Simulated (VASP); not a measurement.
```yaml
crystal:
  lattice:
    - [5.52969, 0.00000, 0.00000]
    - [0.00000, 5.52969, 0.00000]
    - [0.00000, 0.00000, 9.73672]
  atoms:
    - { symbol: Cs, position: [0.00000, 0.50000, 0.00000] }
    - { symbol: Cs, position: [0.50000, 0.00000, 0.50000] }
    - { symbol: I, position: [0.00000, 0.00000, 0.25000] }
    - { symbol: I, position: [0.00000, 0.00000, 0.75000] }
```

The base run (VASP): PBE GGA, plane waves, VASP's PBE PAW potentials (set 64). Run with 400 eV cut-off, 4×4×2 Γ-centred mesh, Gaussian smearing of 0.050 eV, potentials Cs_sv I.

The base run took about 20 core-seconds. The timings are rough (shared machines, no repeats); factors under 2 mean little.

Pressures at a finite cut-off, here 400 eV, hold a Pulay part, which wasn't tested here.

```tsv
setting	cost over the base run	electronic steps	pressure (GPa)
IVDW = 11	within a factor of 2	14	0.48
base run	reference	14	0.66
GGA = 91	within a factor of 2	15	0.64
GGA = AM	within a factor of 2	14	0.52
IVDW = 12	within a factor of 2	14	0.33
GGA = RE	within a factor of 2	15	1.11
GGA removed, LMIXTAU = .TRUE., METAGGA = R2SCAN	[?]	[?]	[?]
```

Complete the blanks.

- GGA removed, LMIXTAU = .TRUE., METAGGA = R2SCAN, cost over the base run: about 5 times
- GGA removed, LMIXTAU = .TRUE., METAGGA = R2SCAN, electronic steps: 25
- GGA removed, LMIXTAU = .TRUE., METAGGA = R2SCAN, pressure (GPa): 0.62

Left out are runs that failed, have no time on record or changed the cell.

The structure was generated: CsI was put into the PtS type (P4_2/mmc), which need not be its known phase. The cell was not relaxed at this level.
